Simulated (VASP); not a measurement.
OSZICAR of a VASP run on HgTe (relaxed from the NiAs type structure, space group P6_3/mmc):

**OSZICAR**
```
       N       E                     dE             d eps       ncg     rms          rms(c)
DAV:   1     0.243136954213E+03    0.24314E+03   -0.16397E+04  1584   0.143E+03
DAV:   2     0.360171296602E+01   -0.23954E+03   -0.23349E+03  1722   0.332E+02
DAV:   3    -0.838314138561E+01   -0.11985E+02   -0.11775E+02  1916   0.732E+01
DAV:   4    -0.852833804242E+01   -0.14520E+00   -0.14469E+00  1848   0.740E+00
DAV:   5    -0.853029761781E+01   -0.19596E-02   -0.19594E-02  1920   0.837E-01    0.141E+01
DAV:   6    -0.808114659804E+01    0.44915E+00   -0.13220E+00  1704   0.134E+01    0.104E+01
DAV:   7    -0.807531159130E+01    0.58350E-02   -0.39216E-01  1746   0.394E+00    0.216E+00
DAV:   8    -0.806614953672E+01    0.91621E-02   -0.67876E-02  1656   0.277E+00    0.103E+00
DAV:   9    -0.806619937814E+01   -0.49841E-04   -0.63710E-03  1800   0.782E-01    0.215E-01
DAV:  10    -0.806608958210E+01    0.10980E-03   -0.68270E-04  1806   0.320E-01    0.975E-02
DAV:  11    -0.806608986726E+01   -0.28516E-06   -0.56809E-05  1864   0.496E-02    0.750E-02
DAV:  12    -0.806610342805E+01   -0.13561E-04   -0.13667E-04  1722   0.102E-01    0.983E-02
DAV:  13    -0.806608698110E+01    0.16447E-04   -0.60606E-05  1714   0.829E-02    0.360E-02
DAV:  14    -0.806608742814E+01   -0.44703E-06   -0.45348E-06  1496   0.111E-02
   1 F= -.16775949E+01 E0= -.16772498E+01  d E =-.167759E+01
       N       E                     dE             d eps       ncg     rms          rms(c)
DAV:   1    -0.115716152938E+02   -0.35055E+01   -0.88817E+01  1722   0.975E+01    0.153E+01
DAV:   2    -0.763900087761E+01    0.39326E+01   -0.12473E+01  1662   0.447E+01    0.440E+00
DAV:   3    -0.737476555050E+01    0.26424E+00   -0.12973E+00  1740   0.870E+00    0.400E+00
DAV:   4    -0.734046465448E+01    0.34301E-01   -0.49896E-02  1668   0.186E+00    0.258E+00
DAV:   5    -0.731319819011E+01    0.27266E-01   -0.69464E-02  1674   0.126E+00    0.982E-01
DAV:   6    -0.731349674758E+01   -0.29856E-03   -0.42523E-03  1712   0.367E-01    0.787E-01
DAV:   7    -0.731336039982E+01    0.13635E-03   -0.17314E-04  1914   0.891E-02    0.504E-01
DAV:   8    -0.731322160904E+01    0.13879E-03   -0.11982E-03  1638   0.258E-01    0.347E-01
DAV:   9    -0.731322735078E+01   -0.57417E-05   -0.12007E-04  1746   0.914E-02    0.260E-01
DAV:  10    -0.731322817786E+01   -0.82707E-06   -0.16002E-05  1814   0.250E-02    0.757E-02
DAV:  11    -0.731323217861E+01   -0.40008E-05   -0.10359E-05  1814   0.268E-02    0.214E-01
DAV:  12    -0.731322693334E+01    0.52453E-05   -0.53607E-06  1606   0.187E-02    0.540E-02
DAV:  13    -0.731322594701E+01    0.98632E-06   -0.23200E-06  1074   0.108E-02
   2 F= -.16210802E+01 E0= -.16204222E+01  d E =0.565147E-01
       N       E                     dE             d eps       ncg     rms          rms(c)
DAV:   1    -0.903569696109E+01   -0.17225E+01   -0.27517E+01  1704   0.570E+01    0.980E+00
DAV:   2    -0.797597516867E+01    0.10597E+01   -0.28662E+00  1620   0.217E+01    0.393E+00
DAV:   3    -0.786943366116E+01    0.10654E+00   -0.27155E-01  1746   0.464E+00    0.363E+00
DAV:   4    -0.783978702043E+01    0.29647E-01   -0.38208E-02  1620   0.109E+00    0.124E+00
DAV:   5    -0.783164092688E+01    0.81461E-02   -0.24376E-02  1794   0.156E+00    0.646E-01
DAV:   6    -0.783167221019E+01   -0.31283E-04   -0.17487E-03  1614   0.365E-01    0.541E-01
DAV:   7    -0.783155647655E+01    0.11573E-03   -0.16568E-04  1760   0.115E-01    0.237E-01
DAV:   8    -0.783145657668E+01    0.99900E-04   -0.58862E-04  1746   0.261E-01    0.595E-02
DAV:   9    -0.783146253662E+01   -0.59599E-05   -0.72364E-05  1644   0.649E-02    0.354E-02
DAV:  10    -0.783146202260E+01    0.51402E-06   -0.80150E-07   954   0.640E-03
   3 F= -.17603429E+01 E0= -.17597937E+01  d E =-.827480E-01
       N       E                     dE             d eps       ncg     rms          rms(c)
DAV:   1    -0.782555515444E+01    0.59074E-02   -0.69090E-03  1710   0.879E-01    0.136E-01
DAV:   2    -0.782526830326E+01    0.28685E-03   -0.80341E-04  1620   0.366E-01    0.498E-02
DAV:   3    -0.782524229267E+01    0.26011E-04   -0.83448E-05  1734   0.778E-02    0.480E-02
DAV:   4    -0.782523857648E+01    0.37162E-05   -0.93679E-06  1650   0.251E-02    0.154E-02
DAV:   5    -0.782523749481E+01    0.10817E-05   -0.68176E-06  1518   0.265E-02    0.867E-03
DAV:   6    -0.782523768367E+01   -0.18886E-06   -0.60708E-07   798   0.844E-03
   4 F= -.17603564E+01 E0= -.17598031E+01  d E =-.827615E-01
       N       E                     dE             d eps       ncg     rms          rms(c)
DAV:   1    -0.782553400874E+01   -0.29651E-03   -0.14967E-01  1710   0.278E+00    0.263E-01
DAV:   2    -0.782396671381E+01    0.15673E-02   -0.16410E-03  1698   0.443E-01    0.136E-01
DAV:   3    -0.782332244838E+01    0.64427E-03   -0.88943E-04  1782   0.249E-01    0.507E-02
DAV:   4    -0.782329593029E+01    0.26518E-04   -0.14036E-04  1818   0.106E-01    0.242E-02
DAV:   5    -0.782329527795E+01    0.65234E-06   -0.84676E-06  1728   0.312E-02
   5 F= -.17616043E+01 E0= -.17609743E+01  d E =-.124783E-02
       N       E                     dE             d eps       ncg     rms          rms(c)
DAV:   1    -0.782573738175E+01   -0.24415E-02   -0.48664E-01  1710   0.500E+00    0.476E-01
DAV:   2    -0.782062537683E+01    0.51120E-02   -0.54066E-03  1698   0.800E-01    0.245E-01
DAV:   3    -0.781853902353E+01    0.20864E-02   -0.28835E-03  1788   0.448E-01    0.925E-02
DAV:   4    -0.781844792785E+01    0.91096E-04   -0.45638E-04  1812   0.190E-01    0.434E-02
DAV:   5    -0.781844558234E+01    0.23455E-05   -0.27952E-05  1748   0.565E-02    0.240E-02
DAV:   6    -0.781844561241E+01   -0.30067E-07   -0.51427E-06  1656   0.241E-02
   6 F= -.17627502E+01 E0= -.17620744E+01  d E =-.239377E-02
```

### Question
Which electronic solver shows in the log?

### Answer
It is blocked Davidson (ALGO = Normal, or the opening steps of other solvers). The INCAR had ALGO = Normal.

### Question
Can the final energy be trusted as converged?

### Answer
The calculation finished and met its thresholds. It stopped with EDIFF = 1E-6, NELM = 100, NSW = 40 and EDIFFG = -0.02 after 6 ionic steps (PBEsol GGA, plane waves, VASP's PBE PAW potentials (set 64)). Energy and stress use the plane-wave basis of the starting cell.

The structure was generated: HgTe was put into the NiAs type type (P6_3/mmc), which need not be its known phase. This run relaxes it under an external pressure of 10 GPa. Symmetry was kept, so distortions that lower it aren't found.
